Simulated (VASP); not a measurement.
An input for Ansatz (written as the equivalent of a VASP run, and not itself run):

Ansatz 0.2 input:
```yaml
crystal:
  lattice:
    - [4.4709322, 0.0000000, 0.0000000]
    - [0.0000000, 4.4709322, 0.0000000]
    - [0.0000000, 0.0000000, 2.9131895]
  atoms:
    - { symbol: Ti, position: [0.0000000, 0.0000000, 0.0000000] }
    - { symbol: Ti, position: [0.5000000, 0.5000000, 0.5000000] }
    - { symbol: O, position: [0.3025199, 0.3025199, 0.0000000] }
    - { symbol: O, position: [0.8025199, 0.1974801, 0.5000000] }
    - { symbol: O, position: [0.1974801, 0.8025199, 0.5000000] }
    - { symbol: O, position: [0.6974801, 0.6974801, 1.0000000] }
kpoints:
  mp_grid: { grid: [5, 5, 8] }
hamiltonian:
  xc: r2scan
  pseudopotentials: { kind: paw }
scf:
  occupations: { method: gaussian, width: 0.05 }
  max_iter: 100
relax:
  max_steps: 40
  f_tol: 0.02
  cell: { p_target: 20 }
output: { forces: true, stress: true, eigenvalues: true }
```

### Question
Translate this input to VASP (INCAR, KPOINTS, POSCAR, choice of POTCAR).

### Answer
One answer among several that fit: 
**KPOINTS**
```
kpoints
0
Gamma
 5 5 8
```

**INCAR**
```
SYSTEM = TiO2
PREC = Accurate; ENCUT = 620; LREAL = .False.
LASPH = .True.
EDIFF = 1E-6; NELM = 100; ALGO = Normal
LMAXMIX = 4; LMIXTAU = .True.
ISMEAR = 0; SIGMA = 0.05
METAGGA = R2SCAN
IBRION = 2; NSW = 40; ISIF = 3
EDIFFG = -0.02; PSTRESS = 200
LWAVE = .False.; LCHARG = .False.
```

POSCAR:
```
TiO2
1
    4.4709321562    -0.0000000000     0.0000000000
   -0.0000000000     4.4709321562     0.0000000000
    0.0000000000     0.0000000000     2.9131894955
Ti O
2 4
Direct
  0.0000000000   0.0000000000   0.0000000000
  0.5000000000   0.5000000000   0.5000000000
  0.3025198870   0.3025198870   0.0000000000
  0.8025198870   0.1974801130   0.5000000000
  0.1974801130   0.8025198870   0.5000000000
  0.6974801130   0.6974801130   1.0000000000
```

POTCAR, in this order: Ti_sv O (PBE.64 set). Program: vasp_std.

The two are equivalent in intent, not identical: each code has its own PAW files, so the cut-off isn't converted (ENCUT is set for VASP's; basis.ecutwfc is left out, and Ansatz then takes the one that its files recommend); Ansatz stops its SCF on the density residual and VASP on the energy change (EDIFF).

The compound is TiO2 in the rutile structure. It was relaxed first under an external pressure of 20 GPa.
